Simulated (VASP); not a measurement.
Here is the system:

```
CELL_PARAMETERS angstrom
      4.00639     0.00000     0.00000
      0.00000     4.00639     0.00000
      0.00000     0.00000     4.00639
ATOMIC_POSITIONS crystal
  Ba 0.00000 0.00000 0.00000
  Ti 0.50000 0.50000 0.50000
  O  0.50000 0.00000 0.50000
  O  0.00000 0.50000 0.50000
  O  0.50000 0.50000 0.00000
```

These are PBE GGA with D3 dispersion (Becke-Johnson damping), VASP's PBE PAW potentials (set 64) (plane waves; VASP) values and carry that method's errors. Settings: 520 eV cut-off, 6×6×6 Γ-centred mesh, tetrahedra with Blöchl corrections, potentials Ba_sv Ti_sv O.

Unless said otherwise, spin-orbit coupling is left out, though it shifts the bands of the heavy elements here.

Problem. Estimate the energy per atom (σ→0), band gap (on the k-mesh) with the smallest direct gap where there is one.

Solution. 
The band gap (on the k-mesh) comes out as 1.74 eV, the smallest direct gap (on the k-mesh) is 1.89 eV and the energy per atom (σ→0) is -796.8 kJ/mol of atoms.

The absolute energy has meaning only against runs of the same code, potentials and settings.

The compound is BaTiO3 in the cubic perovskite structure, the ideal cubic form; the compound distorts at low or room temperature. It was relaxed first.
